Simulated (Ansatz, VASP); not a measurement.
# CsTiF3: VASP beside Ansatz

One calculation is typed for both programs; each brings its own data sets. How far apart do they land? The cell is generated by rule, not measured, and may not be a known phase. The two relaxations start from unlike cells of this crystal (the structure described is Ansatz's start), so only their ends are compared.

Calculated with Ansatz 0.2.0; plane waves, with VASP 6.6.1 beside it; relaxation of cell and atoms at LDA.

The structure was built from a prototype and need not be the compound's stable phase.

### 1. Starting point

The structure is cubic, space group Pm-3m (No. 221). The conventional cell has a = 4.217 Å, b = 4.217 Å, c = 4.217 Å, α = 90.00°, β = 90.00°, γ = 90.00°. Nearest to Cs lie 12 F at 2.98 Å. Nearest to Ti lie 6 F at 2.11 Å. Nearest to F lie 2 Ti at 2.11 Å and 4 Cs at 2.98 Å. Farther neighbours and most contacts between anions are not listed.

Coordinates:

```xyz
5
Lattice="4.2174 0.0000 0.0000 0.0000 4.2174 0.0000 0.0000 0.0000 4.2174" Properties=species:S:1:pos:R:3 pbc="T T T"
Cs    0.0000    0.0000    0.0000
Ti    2.1087    2.1087    2.1087
F     2.1087    2.1087    0.0000
F     2.1087    0.0000    2.1087
F     0.0000    2.1087    2.1087
```

### 2. VASP: relaxation of cell and atoms, LDA

The relaxed volume is the usual yardstick between codes: in a stiff, nearly cubic crystal its relative difference is about their pressure difference at one cell divided by the bulk modulus.

Lines of VASP's logs that name or quote its potential files are left out, and so is its time.

File INCAR:

```
SYSTEM = CsTiF3
PREC = Accurate
ENCUT = 600
EDIFF = 1E-07
NELM = 120
ISMEAR = -1
SIGMA = 0.02
LREAL = .FALSE.
ALGO = Normal
GGA = CA
NBANDS = 27
LASPH = .TRUE.
LORBIT = 11
LWAVE = .FALSE.
LCHARG = .FALSE.
ISIF = 3
IBRION = 2
NSW = 80
EDIFFG = -0.005
GGA_COMPAT = .FALSE.
NELMIN = 4
KPAR = 2
```

File POSCAR:

```
CsTiF3
1.0
    4.1608533214      0.0000000000      0.0000000000
    0.0000000000      4.1608533214      0.0000000000
    0.0000000000      0.0000000000      4.1608533214
Cs Ti F
1 1 3
Direct
    0.0000000000      0.0000000000      0.0000000000
    0.5000000000      0.5000000000      0.5000000000
    0.5000000000      0.5000000000      0.0000000000
    0.5000000000      0.0000000000      0.5000000000
    0.0000000000      0.5000000000      0.5000000000
```

File KPOINTS:

```
Automatic mesh
0
Gamma
6 6 6
0 0 0
```

Potentials, in the order of the species: Cs_sv, Ti_sv and F (LDA family, release 64).

Command:

```console
> mpirun -np 2 vasp_std
```

Numbers of over 12 decimals in the logs are rounded to 6 here.

The program printed:

```text
[banner, memory and clock lines left out]
running    2 mpi-ranks, on    1 nodes
 distrk:  each k-point on    1 cores,    2 groups
 distr:  one band on    1 cores,    1 groups

 POSCAR found type information on POSCAR CsTiF
 POSCAR found :  3 types and       5 ions
 LDA part: xc-table for (Slater(with rela. corr.)+CA(PZ))
 , standard interpolation
 POSCAR, INCAR and KPOINTS ok, starting setup
 FFT: planning ... GRIDC
 FFT: planning ... GRID_SOFT
 FFT: planning ... GRID
 WAVECAR not read
 entering main loop
       N       E                     dE             d eps       ncg     rms          rms(c)
DAV:   1     0.516071134867E+03    0.51607E+03   -0.24971E+04  1080   0.186E+03
DAV:   2     0.198171936938E+02   -0.49625E+03   -0.47854E+03  1235   0.484E+02
DAV:   3    -0.302418913632E+02   -0.50059E+02   -0.49662E+02  1334   0.152E+02
DAV:   4    -0.332216373892E+02   -0.29797E+01   -0.29608E+01  1832   0.284E+01
DAV:   5    -0.332968291124E+02   -0.75192E-01   -0.74954E-01  1390   0.330E+00    0.124E+01
DAV:   6    -0.304102654611E+02    0.28866E+01   -0.15420E+01  1489   0.409E+01    0.440E+00
DAV:   7    -0.304007973665E+02    0.94681E-02   -0.13394E+00  1243   0.883E+00    0.338E+00
DAV:   8    -0.303617873042E+02    0.39010E-01   -0.19164E-01  1213   0.341E+00    0.644E-01
DAV:   9    -0.303547719469E+02    0.70154E-02   -0.34746E-02  1448   0.132E+00    0.143E-01
DAV:  10    -0.303548913773E+02   -0.11943E-03   -0.29180E-03  1321   0.377E-01    0.843E-02
DAV:  11    -0.303548868162E+02    0.45611E-05   -0.13690E-04  1424   0.845E-02    0.168E-02
DAV:  12    -0.303548844793E+02    0.23369E-05   -0.31784E-05  1224   0.401E-02    0.827E-03
DAV:  13    -0.303548841882E+02    0.29106E-06   -0.19124E-06  1270   0.110E-02    0.226E-03
DAV:  14    -0.303548841173E+02    0.70976E-07   -0.75099E-07  1171   0.449E-03
   1 F= -.30354884E+02 E0= -.30350794E+02  d E =-.303549E+02
 curvature:   0.00 expect dE= 0.000E+00 dE for cont linesearch  0.000E+00
 trial: gam= 0.00000 g(F)=  0.000E+00 g(S)=  0.195E-04 ort = 0.000E+00 (trialstep = 0.100E+01)
 search vector abs. value=  0.195E-04
 bond charge predicted
       N       E                     dE             d eps       ncg     rms          rms(c)
DAV:   1    -0.303551302691E+02   -0.24608E-03   -0.53286E-03  1344   0.638E-01    0.121E-01
DAV:   2    -0.303549069237E+02    0.22335E-03   -0.93481E-04  1268   0.235E-01    0.317E-02
DAV:   3    -0.303548903545E+02    0.16569E-04   -0.88068E-05  1651   0.795E-02    0.914E-03
DAV:   4    -0.303548893001E+02    0.10544E-05   -0.75180E-06  1559   0.172E-02    0.486E-03
DAV:   5    -0.303548897271E+02   -0.42700E-06   -0.34523E-06  1614   0.104E-02    0.266E-03
DAV:   6    -0.303548900080E+02   -0.28092E-06   -0.55590E-07  1629   0.400E-03    0.626E-04
DAV:   7    -0.303548900129E+02   -0.48522E-08   -0.26617E-08   708   0.971E-04
   2 F= -.30354890E+02 E0= -.30350795E+02  d E =-.589564E-05
 trial-energy change:   -0.000006  1 .order   -0.000007   -0.000020    0.000006
 step:   0.7220(harm=  0.7530)  dis= 0.00000  next Energy=   -30.354891 (dE=-0.680E-05)
 reached required accuracy - stopping structural energy minimisation
```

Parts of OUTCAR (step 2):

```text
ion  position               nearest neighbor table
   1  0.000  0.000  0.000-
   2  0.500  0.500  0.500-   3 2.08   4 2.08   5 2.08   3 2.08   4 2.08   5 2.08
   3  0.500  0.500  0.000-   2 2.08   2 2.08
   4  0.500  0.000  0.500-   2 2.08   2 2.08
   5  0.000  0.500  0.500-   2 2.08   2 2.08

  LATTYP: Found a simple cubic cell.
 ALAT       =     4.1608533214

 Subroutine GETGRP returns: Found 48 space group operations
 (whereof 48 operations were pure point group operations)

The static configuration has the point symmetry O_h .

 Found     20 irreducible k-points:

   k-points           NKPTS =     20   k-points in BZ     NKDIM =     20   number of bands    NBANDS=     27

   dimension x,y,z NGX =    36 NGY =   36 NGZ =   36
   dimension x,y,z NGXF=    72 NGYF=   72 NGZF=   72

   ENCUT  =  600.0 eV  44.10 Ry    6.64 a.u.   8.31  8.31  8.31*2*pi/ulx,y,z

   NELECT =      42.0000    total number of electrons

 k-points in reciprocal lattice and weights: Automatic mesh
   0.00000000  0.00000000  0.00000000       0.005
   0.16666667  0.00000000  0.00000000       0.028
   0.33333333  0.00000000  0.00000000       0.028
   0.50000000  0.00000000  0.00000000       0.014
   0.16666667  0.16666667  0.00000000       0.056
   0.33333333  0.16666667  0.00000000       0.111
   0.50000000  0.16666667  0.00000000       0.056
   0.33333333  0.33333333  0.00000000       0.056
   0.50000000  0.33333333  0.00000000       0.056
[...]
0.50000000  0.50000000  0.33333333       0.028
   0.50000000  0.50000000  0.50000000       0.005

 average (electrostatic) potential at core
       1 -44.8167       2 -75.0225       3 -75.8626       4 -75.8626       5 -75.8626

 E-fermi :   7.0091

 k-point     1 :       0.0000    0.0000    0.0000
  band No.  band energies     occupation
    ...
     19      -0.1496      2.00000
     20      -0.1496      2.00000
     21       6.2873      2.00000
     22       6.2873      2.00000
     23       6.2873      2.00000
     24       7.6660      0.00000
     25       7.6660      0.00000
     26       7.9666      0.00000
     27       8.8003      0.00000

 k-point     2 :       0.1667    0.0000    0.0000
  band No.  band energies     occupation
    ...
     19      -0.2626      2.00000
     20      -0.2626      2.00000
     21       6.3293      2.00000
     22       6.5199      2.00000
     23       6.5199      2.00000
     24       7.7614      0.00000
     25       8.0473      0.00000
     26       8.4259      0.00000
     27       8.9623      0.00000

 k-point     3 :       0.3333    0.0000    0.0000
  band No.  band energies     occupation
    ...
     19      -0.5206      2.00000
     20      -0.5206      2.00000
     21       6.4168      2.00000
     22       6.9992      1.24304
     23       6.9992      1.24300
     24       7.8926      0.00000
     25       8.6469      0.00000
     26       9.2356      0.00000
     27       9.3823      0.00000

  Total       -0.0085238     -0.0085238     -0.0085238      0.0000000      0.0000000      0.0000000
  in kB       -0.1894402     -0.1894402     -0.1894402      0.0000000      0.0000000      0.0000000
  external PRESSURE =      -0.1894402 kB  Pullay stress =       0.0000000 kB

  energy-cutoff  :      600.00
  volume of cell :       72.09
      direct lattice vectors                 reciprocal lattice vectors
     4.161896295  0.000000000  0.000000000     0.240275088 -0.000000000  0.000000000
     0.000000000  4.161896295  0.000000000    -0.000000000  0.240275088  0.000000000
    -0.000000000 -0.000000000  4.161896295    -0.000000000 -0.000000000  0.240275088

 POSITION                                       TOTAL-FORCE (eV/Angst)
 -----------------------------------------------------------------------------------
      0.00000      0.00000      0.00000         0.000000      0.000000      0.000000
      2.08095      2.08095      2.08095        -0.000000     -0.000000      0.000000
      2.08095      2.08095      0.00000         0.000000      0.000000      0.000000
      2.08095     -0.00000      2.08095        -0.000000     -0.000000      0.000000
     -0.00000      2.08095      2.08095        -0.000000     -0.000000      0.000000
 -----------------------------------------------------------------------------------
    total drift:                                0.000000      0.000000      0.000000

  FREE ENERGIE OF THE ION-ELECTRON SYSTEM (eV)
  ---------------------------------------------------
  free  energy   TOTEN  =       -30.3548900129 eV

  energy  without entropy=      -30.3467003027  energy(sigma->0) =      -30.35079516

 reached required accuracy - stopping structural energy minimisation

 total charge
# of ion       s       p       d       tot
------------------------------------------
    1        1.828   4.705   0.073   6.606
    2        2.109   6.092   2.072  10.273
    3        1.721   4.354   0.000   6.075
    4        1.721   4.354   0.000   6.075
    5        1.721   4.354   0.000   6.075
--------------------------------------------------
tot          9.099  23.859   2.145  35.103

[... 3 further parts left out ...]
```

CONTCAR:

```
CsTiF3
   1.00000000000000
     4.1618962948928058    0.0000000000000000    0.0000000000000000
     0.0000000000000000    4.1618962948928058    0.0000000000000000
    -0.0000000000000000   -0.0000000000000000    4.1618962948928058
  Cs              Ti              F
     1     1     3
Direct
     0.0000000000000000    0.0000000000000000    0.0000000000000000
     0.5000000000000000    0.5000000000000000    0.5000000000000000
     0.5000000000000000    0.5000000000000000    0.0000000000000000
     0.5000000000000000    0.0000000000000000    0.5000000000000000
     0.0000000000000000    0.5000000000000000    0.5000000000000000
```

The k-mesh is coarse for a metal.

### 3. Ansatz: relaxation of cell and atoms, LDA

Ansatz runs on its default PAW (the set named soft_2) files.

Its own start cell and the same functional (in two slightly different forms), mesh and smearing now go to Ansatz, which takes its cutoff from its data sets.

File input.yaml:

```yaml
crystal:
  lattice:
    - [4.2174, 0.0, 0.0]
    - [0.0, 4.2174, 0.0]
    - [0.0, 0.0, 4.2174]
  atoms:
    - { symbol: Cs, position: [0.0, 0.0, 0.0] }
    - { symbol: Ti, position: [0.5, 0.5, 0.5] }
    - { symbol: F, position: [0.5, 0.5, 0.0] }
    - { symbol: F, position: [0.5, 0.0, 0.5] }
    - { symbol: F, position: [0.0, 0.5, 0.5] }
kpoints:
  mp_grid: { grid: [6, 6, 6] }
hamiltonian:
  xc: lda
scf:
  occupations: { method: fermi_dirac, width: 0.02 }
relax:
  f_tol: 0.01
  max_steps: 80
  cell: {}
```

Command:

```console
> ansatz run input.yaml --threads 4 --pin off --max-ram 9216MiB --backend cpu --events-out ev --progress --plain --runs-dir out
```

The program printed:

```text
Engine: ansatz 0.2.0, aarch64-unknown-linux-gnu
Pseudopotentials: kind: paw
Pseudopotential: Cs, paw, valence charge 9, recommended cutoff 420 eV (normal), Cs.paw.azcp
Pseudopotential: Ti, paw, valence charge 12, recommended cutoff 420 eV (normal), Ti.paw.azcp
Pseudopotential: F, paw, valence charge 7, recommended cutoff 420 eV (normal), F.paw.azcp
Functional definition: SPW92
  exchange = slater_x
  correlation = pw_c
Crystal: 5 atoms, lattice volume = 75.013 Å³
Basis set: ecut = 420 eV, 1419 PW (Γ)
Bands: 26, of which v1, the nominal top of the filled ones, is band 21 counted from 1 (20 counted from 0)
Symmetry: 48 space group operations
Space group: Pm-3m (ITA 221), of the structure as read, at distance tolerance 4.2e-5 Å
k-points: 20 of 216
Non-local potential: Cs, projectors of the file, l = 0: 3, l = 1: 2, l = 2: 2, l = 3: 2
Non-local potential: Ti, projectors of the file, l = 0: 3, l = 1: 2, l = 2: 3, l = 3: 1
Non-local potential: F, projectors of the file, l = 0: 2, l = 1: 2, l = 2: 1
PAW form: soft (Blöchl's): semilocal exchange-correlation on the pseudo side does not see the compensation charge
PAW frozen core: Cs, regenerated for the run's functional, and the local potential with it (the file was generated under x = pbe(κ = 0.804, μ = 0.219515), c = pbe(β = 0.066725))
PAW frozen core: Ti, regenerated for the run's functional, and the local potential with it (the file was generated under x = pbe(κ = 0.804, μ = 0.219515), c = pbe(β = 0.066725))
PAW frozen core: F, regenerated for the run's functional, and the local potential with it (the file was generated under x = pbe(κ = 0.804, μ = 0.219515), c = pbe(β = 0.066725))
PAW one-centre angular grid: Cs, 194 points (default); XC on 64 Gauss nodes
PAW one-centre angular grid: Ti, 590 points (default); XC on 64 Gauss nodes
PAW one-centre angular grid: F, 110 points (default); XC on 64 Gauss nodes
Initial density: superposition of atomic densities (neutral atoms: chi_scale 0, normalization atom), corrected by the library's trained network
Initial wavefunctions: pseudopotential atomic-orbital guess
Functional: x = slater, c = lda
SCF iter   1: F=—  HF=-10341.859861 eV  |F-HF|=—  |Δ(HF+E_count)|=         —  Δρ=2.04e-2  dr2=2.23e-1  ethr=1.77e-3  ⟨swp⟩=6.2  Hψ=2512  notcnv=0
preconditioner: auto → LDOS  [metal: Δε(μ)=0.069 eV  Ē_g=9.432 eV  σ=0.020 eV  W_gap=0.48  n_scr=18 (ndim 8)  ℏωp=21.9 eV  f_vac=0.011  D(μ)=6.57/eV (n_scr^D=80)  β→1.0]
SCF iter   2: F=—  HF=-10341.810468 eV  |F-HF|=—  |Δ(HF+E_count)|=   4.94e-2  Δρ=1.20e-2  dr2=4.54e-2  ethr=5.31e-4  ⟨swp⟩=2.2  Hψ=1122  notcnv=0  defer=2
preconditioner: auto → Kerker (q_TF=auto, 2.477 Å⁻¹)  [metal: Δε(μ)=0.067 eV  Ē_g=9.499 eV  σ=0.020 eV  W_gap=0.49  n_scr=18 (ndim 8)  ℏωp=21.9 eV  f_vac=0.003  D(μ)=6.80/eV (n_scr^D=80)  β→0.5]
SCF iter   3: F=—  HF=-10341.796961 eV  |F-HF|=—  |Δ(HF+E_count)|=   1.35e-2  Δρ=2.03e-3  dr2=1.45e-3  ethr=1.08e-4  ⟨swp⟩=2.4  Hψ=955  notcnv=0  defer=2
SCF iter   4: F=—  HF=-10341.796972 eV  |F-HF|=—  |Δ(HF+E_count)|=   1.10e-5  Δρ=5.93e-4  dr2=2.76e-4  ethr=3.46e-6  ⟨swp⟩=3.0  Hψ=944  notcnv=0  defer=2
SCF iter   5: F=—  HF=-10341.796935 eV  |F-HF|=—  |Δ(HF+E_count)|=   3.71e-5  Δρ=1.35e-4  dr2=8.99e-6  ethr=6.58e-7  ⟨swp⟩=2.0  Hψ=722  notcnv=0  defer=2
SCF iter   6: F=—  HF=-10341.796941 eV  |F-HF|=—  |Δ(HF+E_count)|=   5.82e-6  Δρ=2.13e-5  dr2=4.55e-7  ethr=2.14e-8  ⟨swp⟩=1.9  Hψ=611  notcnv=0  defer=2
SCF iter   7: F=-10341.796941 eV  HF=-10341.796941 eV  |F-HF|=5.38e-8  |Δ(HF+E_count)|=   1.19e-7  Δρ=6.06e-6  dr2=6.99e-8  ethr=2.38e-10  ⟨swp⟩=4.0  Hψ=1750  notcnv=0
SCF 1 converged in 7 iterations: F = -10341.796941 eV  dr2 = 6.99e-8
  greatest PAW one-centre occupation: 0.999 electrons in one spin orbital (limit 2), on the Ti atom at site 1 (counted from 0), in its partial waves of l = 0
relax step   1: F+E_penalty+E_count = -10341.79694078 eV  Δ(F+E_penalty+E_count) = +0.000e0 eV  max|allowed force component| = 4.255e-29 eV/Å  Δτ_max = 0.0000 Å  P = -3.724 GPa  Ω = 75.013 Å³  (7 SCF iters, dr2 threshold 1.00e-7 eV, accepted)
[...]
relax step   3: F+E_penalty+E_count = -10341.84620600 eV  Δ(F+E_penalty+E_count) = -1.895e-3 eV  max|allowed force component| = 6.889e-30 eV/Å  Δτ_max = 0.0000 Å  P = +0.028 GPa  Ω = 71.989 Å³  energy of the carried Pulay correction = +1.315e-2 eV  (5 SCF iters, dr2 threshold 4.55e-7 eV, accepted)
[...]
relax step   4: F+E_penalty+E_count = -10341.83583525 eV  Δ(F+E_penalty+E_count) = +1.037e-2 eV  max|allowed force component| = 1.701e-29 eV/Å  Δτ_max = 0.0000 Å  P = -0.269 GPa  Ω = 71.989 Å³  stress off target by 2.69e-1 GPa  SCF on the basis re-selected at this cell (its energy is not comparable with the rows above)  (7 SCF iters)
[...]
relax step   5: F+E_penalty+E_count = -10341.83683086 eV  Δ(F+E_penalty+E_count) = -9.956e-4 eV  max|allowed force component| = 8.783e-30 eV/Å  Δτ_max = 0.0000 Å  P = -0.006 GPa  Ω = 71.797 Å³  energy of the carried Pulay correction = +8.307e-4 eV  (5 SCF iters, dr2 threshold 1.81e-7 eV, accepted)
[...]
relax step   6: F+E_penalty+E_count = -10341.83592438 eV  Δ(F+E_penalty+E_count) = +9.065e-4 eV  max|allowed force component| = 9.545e-30 eV/Å  Δτ_max = 0.0000 Å  P = -0.018 GPa  Ω = 71.797 Å³  stress off target by 1.84e-2 GPa  SCF on the basis re-selected at this cell (its energy is not comparable with the rows above)  (6 SCF iters)
basis re-selected at this cell: Δ(F+E_penalty+E_count) = +9.065e-4 eV, ΔP = -0.013 GPa vs the last step (what re-selecting the basis moved, of the pressure what is left beyond the Pulay correction that the steps carried, after the strain that the cell walked since its last selection, with what the two solves' SCF thresholds leave and, on support functions, any second-order correction that the steps lacked; it is no m [...]
SCF converged after 6 iterations
Free energy (F): -10341.835924 eV
Harris-Foulkes:  -10341.835924 eV  (|F-HF|=1.27e-11)
Internal energy: -10341.827813 eV  (E = F + TS)
E sigma→0 (E₀):  -10341.831868 eV
Entropy (-TS):   -0.008112 eV (-1.622 meV/atom)
Fermi energy:    11.999650 eV
--- Per-component energies (eV) ---
  E_band       = -241.624450
  E_kinetic    = 1036.528590
  E_local      = -2984.197437  (includes V_loc(G=0)·N_el)
  E_nonlocal   = 275.969501
  E_hartree    = 1190.998696
  E_xc         = -505.693868
  E_vxc        = -554.099645  (∫ρ·V_xc dr)
  E_paw        = -6466.061173  (= ΣΔE_a)
  E_vpaw       = -397.828911  (= ΣTr[D̂ρ^β])
  E_aug_tail   = 0.006062  (compensation charges beyond the density's cutoff)
  E_ewald      = -2890.314445
  E_core_change = 0.936262  (= ΣΔE_core)
  E_smearing   = -0.008112  (= −TS)
  E_closure    = 0.000000  (closes the sum)
  Σ components = -10341.835924   (vs F -10341.835924, Δ=0.00e0)
--- Forces (eV/Å), atoms counted from 1 ---
  atom   1  Cs     0.00000000     0.00000000    -0.00000000
  atom   2  Ti     0.00000000    -0.00000000     0.00000000
  atom   3  F      0.00000000     0.00000000     0.00000000
  atom   4  F     -0.00000000    -0.00000000     0.00000000
  atom   5  F      0.00000000    -0.00000000    -0.00000000
  max |Σ_I F_I| component: 2.04e-29 eV/Å
--- Stress (GPa, compression-positive) ---
       -0.018417       0.000000      -0.000000
        0.000000      -0.018417       0.000000
       -0.000000       0.000000      -0.018417
  P = ⅓ Tr σ = -0.0184 GPa (-0.184 kbar)
--- Relaxed structure (4 steps of the walk, 4 accepted, 2 SCFs on fresh bases) ---
  F+E_penalty+E_count = -10341.83592438 eV   max|allowed force component| = 9.545e-30 eV/Å   (the final SCF, on the basis selected at the relaxed cell)
  cell:  # Å, volume = 71.7970 Å³
    - [4.156255, 0, 0]
    - [0, 4.156255, 0.0]
    - [0, 0.0, 4.156255]
  atoms:
    - { symbol: Cs, position: [0, 0, 0] }
    - { symbol: Ti, position: [0.5, 0.5, 0.5] }
    - { symbol: F, position: [0.5, 0.5, 0] }
    - { symbol: F, position: [0.5, 0, 0.5] }
    - { symbol: F, position: [0, 0.5, 0.5] }
```

### 4. Comparison

Known differences besides the potentials themselves: the two LDA forms differ slightly; the cutoff is 420 eV in Ansatz and 600 eV in VASP; VASP's log shows a relativistic correction to its local exchange, Ansatz's none; Ansatz adds a Pulay correction to the stress that steers its cell, VASP none. Total energies have different zeros and are not compared.

Compared:

| quantity | Ansatz | VASP | difference |
| --- | --- | --- | --- |
| volume (Å³) | 71.80 | 72.09 | -0.41 % |
| edge a after relaxation, in the typed setting (Å) | 4.156 | 4.162 | -0.13 % |

### 5. What came out

```
difference in volume (relaxation of cell and atoms, LDA) : -0.41 %
```

In words: The difference in volume is -0.41 % (relaxation of cell and atoms, LDA), within the 1.2 % picked in this series as the mark of a large difference, as far as the stopping tolerances let one tell. How closely two codes agree says nothing of how well the functional describes the real material.

[Lines on the potential files, build, host, timing and source positions are cut from VASP's logs without a mark.]

[Logs are printed without paths, hosts, clocks, repeated set-up lines and the standing remarks that a program may print on its own settings, such as how far it seeks lower states.]

[Hosts, paths, dates, database ids (printed as entryN), source tags and the programs' standing remarks are cut or masked in the printed files.]
